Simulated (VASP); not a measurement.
Input:

```yaml
crystal:
  lattice:
    - [0.00000, 2.83262, 2.83262]
    - [2.83262, 0.00000, 2.83262]
    - [2.83262, 2.83262, 0.00000]
  atoms:
    - { symbol: V, position: [0.00000, 0.00000, 0.00000] }
    - { symbol: Al, position: [0.25000, 0.25000, 0.25000] }
```

These are PBEsol GGA, VASP's PBE PAW potentials (set 64) (plane waves; VASP) values and carry that method's errors. Settings: 400 eV cut-off, Gaussian smearing of 0.050 eV, potentials V_sv Al.

**Question.** Give the energies of bands 5 to 11 at the high-symmetry points, in eV from the Fermi level.

**Answer.** 
| band | Γ | X | U | L | W |
|---|---|---|---|---|---|
| 5 | -6.89 | -3.69 | -3.78 | -4.63 | -3.68 |
| 6 | -0.83 | -2.51 | -2.01 | -2.42 | -1.74 |
| 7 | -0.83 | -0.43 | -0.90 | -0.65 | -0.99 |
| 8 | -0.83 | 0.22 | -0.04 | -0.65 | -0.52 |
| 9 | 0.33 | 0.22 | -0.01 | 0.56 | 0.45 |
| 10 | 0.33 | 0.77 | 0.48 | 0.56 | 0.51 |
| 11 | 7.28 | 1.12 | 1.06 | 0.86 | 0.91 |

It has no gap at this level: it comes out as a metal or semimetal.

The structure was generated: VAl was put into the zinc blende type (F-43m), which need not be its known phase. It was relaxed first, which changed the volume by -28 %. The run is not spin-polarised, so no magnetic state was tried.
